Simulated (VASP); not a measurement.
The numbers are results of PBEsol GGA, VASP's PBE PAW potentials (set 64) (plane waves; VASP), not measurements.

Input for VASP

POSCAR:
```
SrCl2
1
    0.0000000000     3.4604136042     3.4604136042
    3.4604136042     0.0000000000     3.4604136042
    3.4604136042     3.4604136042     0.0000000000
Sr Cl
1 2
Direct
  0.0000000000   0.0000000000   0.0000000000
  0.2500000000   0.2500000000   0.2500000000
  0.7500000000   0.7500000000   0.7500000000
```

KPOINTS:
```
k-points along high-symmetry lines
15
Line-mode
Reciprocal
  0.000000   0.000000   0.000000 ! GAMMA
  0.500000   0.000000   0.500000 ! X

  0.500000   0.000000   0.500000 ! X
  0.625000   0.250000   0.625000 ! U

  0.375000   0.375000   0.750000 ! K
  0.000000   0.000000   0.000000 ! GAMMA

  0.000000   0.000000   0.000000 ! GAMMA
  0.500000   0.500000   0.500000 ! L

  0.500000   0.500000   0.500000 ! L
  0.500000   0.250000   0.750000 ! W

  0.500000   0.250000   0.750000 ! W
  0.500000   0.000000   0.500000 ! X
```

**INCAR**
```
! general
SYSTEM  = SrCl2
PREC    = Accurate
ENCUT   = 520
LREAL   = .False.
LASPH   = .True.
ICHARG  = 11

! electronic loop
EDIFF   = 1E-7
NELM    = 100
ALGO    = Normal
LMAXMIX = 4

! smearing
ISMEAR  = 0
SIGMA   = 0.05

! functional
GGA     = PS

! output
LWAVE   = .False.
LCHARG  = .False.
LORBIT  = 11
```

POTCAR, in this order: Sr_sv Cl (PBE.64 set). Program: vasp_std. Read from the step before: CHGCAR.

The run wrote:

OSZICAR:
```
       N       E                     dE             d eps       ncg     rms          rms(c)
DAV:   1     0.146952045552E+03    0.14695E+03   -0.11763E+04  2880   0.135E+03
DAV:   2    -0.405898364380E+01   -0.15101E+03   -0.14823E+03  3832   0.247E+02
DAV:   3    -0.127647394448E+02   -0.87058E+01   -0.86979E+01  3976   0.633E+01
DAV:   4    -0.130692204679E+02   -0.30448E+00   -0.30441E+00  5064   0.942E+00
DAV:   5    -0.130717217190E+02   -0.25013E-02   -0.25012E-02  4112   0.788E-01
DAV:   6    -0.130717675574E+02   -0.45838E-04   -0.45838E-04  4432   0.980E-02
DAV:   7    -0.130717687256E+02   -0.11682E-05   -0.11682E-05  4416   0.142E-02
DAV:   8    -0.130717687556E+02   -0.29995E-07   -0.29993E-07  4176   0.221E-03
   1 F= -.13071769E+02 E0= -.13071769E+02  d E =-.291950E-21
```

**OUTCAR**
```
 val. band max:        0.2439598571   @ k =   0.5000   0.0000   0.5000

 cond. band min:       5.4659350488   @ k =   0.0000   0.0000   0.0000



 k-point     1 :       0.0000    0.0000    0.0000
  band No.  band energies     occupation
      1     -32.4798      2.00000
      2     -14.5076      2.00000
      3     -14.5076      2.00000
      4     -14.5076      2.00000
      5     -13.1302      2.00000
      6     -12.2112      2.00000
      7      -2.0125      2.00000
      8      -2.0125      2.00000
      9      -2.0125      2.00000
     10      -0.1095      2.00000
     11      -0.1095      2.00000
     12      -0.1095      2.00000
     13       5.4659      0.00000
     14       6.2041      0.00000
     15       6.2041      0.00000
     16       9.1593      0.00000

 k-point     2 :       0.0357    0.0000    0.0357
  band No.  band energies     occupation
      1     -32.4798      2.00000
      2     -14.5155      2.00000
      3     -14.5081      2.00000
      4     -14.5081      2.00000
      5     -13.1170      2.00000
      6     -12.2156      2.00000
      7      -2.0101      2.00000
      8      -2.0101      2.00000
      9      -1.9901      2.00000
     10      -0.1566      2.00000
     11      -0.1085      2.00000
     12      -0.1085      2.00000
     13       5.5082      0.00000
     14       6.2166      0.00000
     15       6.2236      0.00000
     16       9.0907      0.00000

 k-point     3 :       0.0714    0.0000    0.0714
  band No.  band energies     occupation
      1     -32.4796      2.00000
      2     -14.5384      2.00000
      3     -14.5095      2.00000
      4     -14.5095      2.00000
      5     -13.0790      2.00000
      6     -12.2288      2.00000
      7      -2.0030      2.00000
      8      -2.0030      2.00000
      9      -1.9233      2.00000
     10      -0.2910      2.00000
     11      -0.1056      2.00000
     12      -0.1056      2.00000
     13       5.6255      0.00000
     14       6.2541      0.00000
...
```

The density is held fixed in this step, so its total energy and stress have no physical meaning.

The compound is SrCl2 in the fluorite structure. It was relaxed first.
